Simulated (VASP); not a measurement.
Rb3HSe: single point with LDA

Crystal: Rb3HSe.

```
Se H Rb
1.0
     5.28537    0.00000    0.00000
     0.00000    5.28537    0.00000
     0.00000    0.00000    5.28537
Se H Rb
1 1 3
Direct
  0.00000 0.00000 0.00000
  0.50000 0.50000 0.50000
  0.50000 0.50000 0.00000
  0.50000 0.00000 0.50000
  0.00000 0.50000 0.50000
```

The cell comes from a database or a generator and needn't be the stable form of this composition.

```yaml
Program: VASP 6.6.1
Task: single point
Functional: LDA
Potentials_or_basis: VASP PAW LDA potentials, release 64 (Se, H, Rb_sv)
Cutoff: 520 eV
k_mesh: 4 × 4 × 4
Occupations: gaussian, width 0.05 eV
Spin: no spin polarisation
Dipole_correction: no
Further_INCAR_settings: ALGO = Normal; EDIFF = 1e-06; NBANDS = 25
```

* Pressure: -0.5 GPa
* Band gap on the k mesh: 2.31 eV, indirect (least direct gap 2.39 eV)

Levels at points of the mesh, in eV from the valence-band top:
```
           k point  band 13  band 14  band 15  band 16  band 17  band 18  band 19  band 20  band 21  band 22
(0.00, 0.00, 0.00)   -10.28    -2.41    -0.09    -0.09    -0.09     2.31     3.01     3.01     3.98     3.98
(0.50, 0.00, 0.00)    -9.94    -1.70    -1.01    -0.33    -0.33     3.39     4.33     4.63     5.09     5.52
(0.50, 0.50, 0.00)   -10.02    -0.79    -0.79    -0.78    -0.52     4.17     4.17     4.90     5.06     5.34
(0.50, 0.50, 0.50)   -10.28    -0.35    -0.35    -0.35     0.00     2.65     2.65     2.65     4.56     6.42
```

Wall time 12 s on 1 thread of Intel(R) Xeon(R) 6975P-C (Granite Rapids) (shared host), peak memory 0.2 GiB.

A k mesh can miss the band edges.
